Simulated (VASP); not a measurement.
**Zn3H and the effect of the functional**

```
Zn H
1.0
     0.00000    2.99658    2.99658
     2.99658    0.00000    2.99658
     2.99658    2.99658    0.00000
Zn H
3 1
Direct
  0.50000 0.50000 0.50000
  0.25000 0.25000 0.25000
  0.75000 0.75000 0.75000
  0.00000 0.00000 0.00000
```

The cell comes from a database or a generator and needn't be the stable form of this composition.

Kept alike: task band structure; k mesh 6 × 6 × 6; occupations fermi-dirac, width 0.05 eV; no spin polarisation. Program: VASP, PAW files H, Zn, 520 eV. The mesh is that of the run's cell of 4 atoms. No spin-orbit coupling.

| functional | pressure (GPa) |
| --- | --- |
| AM05 | -4.22 |
| BLYP | 5.60 |
| LDA | -7.04 |
| PBE | 0.26 |
| PBEsol | -4.24 |
| PW91 | 0.35 |
| RPBE | 2.94 |
| SCAN | -4.59 |
| TPSS | -3.60 |
| r2SCAN | -3.06 |
| revPBE | 2.20 |

Pressure is positive in compression; the values hold the error of the finite cutoff, so their zero can differ a little from the energy's minimum. For a metal such a mesh leaves the last digits unconverged. Runs of this series that gave no sound value for these columns are left out. Potentials were made for PBE (AM05, BLYP, PBE, PBEsol, PW91, RPBE, SCAN, TPSS, r2SCAN, revPBE); LDA (LDA).

**Question.** What does the functional change here?

**Answer.** The pressure runs from -7.04 (LDA) to 5.60 GPa (BLYP). From PBE: AM05 -4.48; BLYP +5.34; LDA -7.30; PBEsol -4.50; PW91 +0.09; RPBE +2.68; SCAN -4.85; TPSS -3.86; r2SCAN -3.32; revPBE +1.94. A positive pressure means that the functional's own cell is larger than the one given, a negative one that it is smaller.
